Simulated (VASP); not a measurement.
An input for Ansatz (written as the equivalent of a VASP run, and not itself run):

Ansatz 0.2 input:
```yaml
crystal:
  lattice:
    - [3.0098517, 0.0000000, 0.0000000]
    - [-1.5049259, 2.6066079, 0.0000000]
    - [0.0000000, 0.0000000, 7.3449728]
  atoms:
    - { symbol: Mg, position: [0.0000000, 0.0000000, 0.0000000] }
    - { symbol: Zn, position: [0.3333330, 0.6666670, 0.6685073] }
    - { symbol: Zn, position: [0.6666670, 0.3333330, 0.3314927] }
    - { symbol: O, position: [0.3333330, 0.6666670, 0.1610747] }
    - { symbol: O, position: [0.6666670, 0.3333330, 0.8389253] }
    - { symbol: O, position: [0.0000000, 0.0000000, 0.5000000] }
kpoints:
  mp_grid: { grid: [8, 8, 3] }
hamiltonian:
  xc: r2scan
  pseudopotentials: { kind: paw }
scf:
  occupations: { method: gaussian, width: 0.05 }
  max_iter: 100
relax:
  max_steps: 60
  f_tol: 0.02
  cell: {}
output: { forces: true, stress: true, eigenvalues: true }
```

Task: Translate this input to VASP (INCAR, KPOINTS, POSCAR, choice of POTCAR).

Result: One answer among several that fit: 
KPOINTS:
```
kpoints
0
gamma
 8 8 3
```

File POSCAR:
```
MgZn2O3
1
    3.0098517044     0.0000000000     0.0000000000
   -1.5049258522     2.6066078963     0.0000000000
    0.0000000000     0.0000000000     7.3449728099
Mg Zn O
1 2 3
Direct
  0.0000000000   0.0000000000   0.0000000000
  0.3333330000   0.6666670000   0.6685072563
  0.6666670000   0.3333330000   0.3314927437
  0.3333330000   0.6666670000   0.1610747335
  0.6666670000   0.3333330000   0.8389252665
  0.0000000000   0.0000000000   0.5000000000
```

### INCAR
```
SYSTEM  =  MgZn2O3
PREC  =  Accurate; ENCUT  =  520; LREAL  =  F
LASPH  =  T
EDIFF  =  1E-6; NELM  =  100; ALGO  =  Normal
LMAXMIX  =  4; LMIXTAU  =  T
ISMEAR  =  0; SIGMA  =  0.05
METAGGA  =  R2SCAN
IBRION  =  2; NSW  =  60; ISIF  =  3
EDIFFG  =  -0.02
LWAVE  =  F; LCHARG  =  F
```

POTCAR, in this order: Mg Zn O (PBE.64 set). Program: vasp_std.

The two are equivalent in intent, not identical: each code has its own PAW files, so the cut-off isn't converted (ENCUT is set for VASP's; basis.ecutwfc is left out, and Ansatz then takes the one that its files recommend); Ansatz stops its SCF on the density residual and VASP on the energy change (EDIFF).

The structure comes from a computed database's MgZn2O3 entry (P-3m1); how it stands against other phases isn't given here. This run relaxes it. Symmetry was kept, so distortions that lower it aren't found. The start is the result of an earlier pass.
